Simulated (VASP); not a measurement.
Output of a VASP run:

File OSZICAR:
```
       N       E                     dE             d eps       ncg     rms          rms(c)
DAV:   1     0.669867141199E+03    0.66987E+03   -0.26158E+04  1947   0.257E+03
DAV:   2     0.584733328875E+02   -0.61139E+03   -0.59264E+03  2117   0.672E+02
DAV:   3    -0.365345802868E+02   -0.95008E+02   -0.93688E+02  2175   0.226E+02
DAV:   4    -0.411572688431E+02   -0.46227E+01   -0.46019E+01  2217   0.555E+01
DAV:   5    -0.413068025271E+02   -0.14953E+00   -0.14946E+00  2330   0.102E+01    0.155E+01
DAV:   6    -0.351374681588E+02    0.61693E+01   -0.25170E+01  3015   0.722E+01    0.566E+00
DAV:   7    -0.352643392050E+02   -0.12687E+00   -0.20467E+00  2070   0.856E+00    0.327E+00
DAV:   8    -0.352729184744E+02   -0.85793E-02   -0.32299E-01  2671   0.514E+00    0.802E-01
DAV:   9    -0.352587585573E+02    0.14160E-01   -0.86681E-02  2912   0.377E+00    0.144E-01
DAV:  10    -0.352601343983E+02   -0.13758E-02   -0.64467E-03  2504   0.721E-01    0.468E-02
DAV:  11    -0.352602819847E+02   -0.14759E-03   -0.31139E-04  2619   0.154E-01    0.222E-02
DAV:  12    -0.352602904615E+02   -0.84768E-05   -0.21561E-05  2356   0.338E-02    0.147E-02
DAV:  13    -0.352602872428E+02    0.32187E-05   -0.21603E-05  2567   0.531E-02    0.327E-03
DAV:  14    -0.352602879171E+02   -0.67433E-06   -0.13679E-06  2358   0.886E-03    0.184E-03
DAV:  15    -0.352602880973E+02   -0.18022E-06   -0.70162E-08  1490   0.283E-03    0.663E-04
DAV:  16    -0.352602881436E+02   -0.46324E-07   -0.58406E-08  1371   0.174E-03
   1 F= -.35260288E+02 E0= -.35260288E+02  d E =0.000000E+00
```

### OUTCAR
```
------------------------ aborting loop because EDIFF is reached ----------------------------------------
  FORCE on cell =-STRESS in cart. coord.  units (eV):
  Direction    XX          YY          ZZ          XY          YZ          ZX
  --------------------------------------------------------------------------------------
  Total        0.0471624      0.0471624     -0.0874704      0.0000000      0.0000000      0.0000000
  in kB        0.9815282      0.9815282     -1.8204056      0.0000000      0.0000000      0.0000000
  external PRESSURE =       0.0475502 kB  Pullay stress =       0.0000000 kB
  volume of cell :       76.98
      direct lattice vectors                 reciprocal lattice vectors
     4.863106876  0.000000000  0.000000000     0.205629863  0.000000000  0.000000000
     0.000000000  4.863106876  0.000000000     0.000000000  0.205629863  0.000000000
     0.000000000  0.000000000  3.255187339     0.000000000  0.000000000  0.307201981
 POSITION                                       TOTAL-FORCE (eV/Angst)
 -----------------------------------------------------------------------------------
      0.00000      0.00000      0.00000         0.000000      0.000000      0.000000
      2.43155      2.43155      1.62759         0.000000      0.000000      0.000000
      1.49191      1.49191      0.00000         0.001326      0.001326     -0.000000
      3.92346      0.93965      1.62759         0.001326     -0.001326      0.000000
      0.93965      3.92346      1.62759        -0.001326      0.001326      0.000000
      3.37120      3.37120      0.00000        -0.001326     -0.001326      0.000000
 -----------------------------------------------------------------------------------
    total drift:                                0.000000      0.000000      0.000000
  FREE ENERGIE OF THE ION-ELECTRON SYSTEM (eV)
  ---------------------------------------------------
  free  energy   TOTEN  =       -35.2602881436 eV

  energy  without entropy=      -35.2602881436  energy(sigma->0) =      -35.26028814

 total charge

# of ion       s       p       d       tot
------------------------------------------
    1        0.881   0.998  10.308  12.187
    2        0.881   0.998  10.308  12.187
    3        1.564   3.476   0.000   5.040
    4        1.564   3.476   0.000   5.040
    5        1.564   3.476   0.000   5.040
    6        1.564   3.476   0.000   5.040
--------------------------------------------------
tot          8.018  15.901  20.617  44.536
```
(Selected blocks of OUTCAR.)

File POSCAR:
```
SnO2
1
    4.8631068763     0.0000000000     0.0000000000
    0.0000000000     4.8631068763     0.0000000000
    0.0000000000     0.0000000000     3.2551873395
Sn O
2 4
Direct
  0.0000000000   1.0000000000   0.0000000000
  0.5000000000   0.5000000000   0.5000000000
  0.3067802871   0.3067802871   1.0000000000
  0.8067802871   0.1932197129   0.5000000000
  0.1932197129   0.8067802871   0.5000000000
  0.6932197129   0.6932197129   0.0000000000
```

### Question
Write an INCAR and KPOINTS that could have produced this output.

### Answer
Several could match; the one computed here: the input of the run itself, revPBE GGA, plane waves, VASP's PBE PAW potentials (set 64).

INCAR:
```
ALGO = Normal
EDIFF = 1E-7
ENCUT = 520
GGA = RE
ISIF = 2
ISMEAR = -5
LASPH = .TRUE.
LCHARG = .TRUE.
LMAXMIX = 4
LORBIT = 11
LREAL = .FALSE.
LWAVE = .FALSE.
NEDOS = 601
NELM = 100
PREC = Accurate
SYSTEM = SnO2
```

KPOINTS:
```
K-points
0
G
5 5 8
```

POTCAR, in this order: Sn_d O (PBE.64 set). Program: vasp_std.

The compound is SnO2 in the rutile structure. It was relaxed first, which changed the volume by +7 %.
